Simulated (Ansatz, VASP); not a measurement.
# One calculation of YAlS3, two programs

File INCAR:

```
  PREC = Accurate
  ENCUT = 520
  EDIFF = 1E-7
  ISMEAR = 0
  SIGMA = 0.05
  LREAL = F
  LASPH = T
  NELM = 100
  ALGO = Fast
  ISIF = 2
  LWAVE = F
  LCHARG = F
  GGA = PS
  NBANDS = 24
```

KPOINTS

```
regular mesh
0
Gamma
  4 4 4
```

POSCAR

```
YAlS3
1.0
    4.6429506819      0.0000000000      0.0000000000
    0.0000000000      4.6429506819      0.0000000000
    0.0000000000      0.0000000000      4.6429506819
Y Al S
1 1 3
Direct
    0.0000000000      0.0000000000      0.0000000000
    0.5000000000      0.5000000000      0.5000000000
    0.5000000000      0.5000000000      0.0000000000
    0.5000000000      0.0000000000      0.5000000000
    0.0000000000      0.5000000000      0.5000000000
```

Input for Ansatz:

```yaml
crystal:
  lattice:
    - [4.6429506819, 0.0, 0.0]
    - [0.0, 4.6429506819, 0.0]
    - [0.0, 0.0, 4.6429506819]
  atoms:
    - { symbol: "Y", position: [0.0, 0.0, 0.0] }
    - { symbol: Al, position: [0.5, 0.5, 0.5] }
    - { symbol: S, position: [0.5, 0.5, 0.0] }
    - { symbol: S, position: [0.5, 0.0, 0.5] }
    - { symbol: S, position: [0.0, 0.5, 0.5] }
basis:
  ecutwfc: 420
kpoints:
  mp_grid: { grid: [4, 4, 4] }
hamiltonian:
  xc: pbesol
scf:
  occupations: { method: gaussian, width: 0.05 }
output:
  forces: true
  stress: true
  eigenvalues: true
```

The cell comes from a database or a generator and needn't be the stable form of this composition.

Alike in both runs: task single point; functional PBEsol; k mesh 4 × 4 × 4; occupations gaussian, width 0.05 eV; no spin polarisation.

|  | VASP | Ansatz |
| --- | --- | --- |
| version | VASP 6.6.1 | Ansatz 0.2.0 |
| potentials or method | VASP PAW PBE potentials, release 64 (Y_sv, Al, S) | scalar-relativistic, plane waves, PAW |
| plane-wave cutoff (eV) | 520 | 420 |
| valence electrons in the cell | 32 | 32 |

|  | VASP | Ansatz | Ansatz less VASP |
| --- | --- | --- | --- |
| gap on the k mesh at the Fermi level (eV) | none | none | - |
| pressure (GPa) | -3.7 | -3.7 | +0.01 |

A gap of «none» marks a metal or a gap that the smearing closes. The functional is the same, so the differences come from potentials, cutoffs and numerics.

Caveats: the PAW data sets were made with another functional, which shifts forces and pressure a little (VASP).
